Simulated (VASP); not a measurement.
Consider the following.

```
Ti
1.0
    2.93573     0.00000     0.00000
   -1.46786     2.54242     0.00000
    0.00000     0.00000     4.64086
Ti
2
Direct
  0.33333   0.66667   0.25000
  0.66667   0.33333   0.75000
```

Calculation: LDA (Ceperley-Alder, Perdew-Zunger), VASP's LDA PAW potentials (set 64) (plane waves; VASP). Run with 400 eV cut-off, 13×13×7 Γ-centred mesh, first-order Methfessel-Paxton smearing of 0.10 eV, potentials Ti_sv.

Energy and stress use the plane-wave basis of the starting cell.

Question: The ions, cell shape and volume are relaxed. Which structure does the run end with?

Answer: 
```
Ti
1.0
    2.85113     0.00000     0.00000
   -1.42556     2.46915     0.00000
    0.00000     0.00000     4.54565
Ti
2
Cartesian
  0.00000   1.64610   1.13641
  1.42556   0.82305   3.40924
```
Space group P6_3/mmc (194), at a tolerance of 0.03 Å.

Question: How do energy and volume change from the first to the last step?

Answer: The energy (σ→0) changes by -38.9 meV/atom and the volume by -7.6 %, in 11 ionic steps.

The structure comes from a computed database's Ti entry (P6_3/mmc); how it stands against other phases isn't given here. This run relaxes it. Symmetry was kept, so distortions that lower it aren't found.
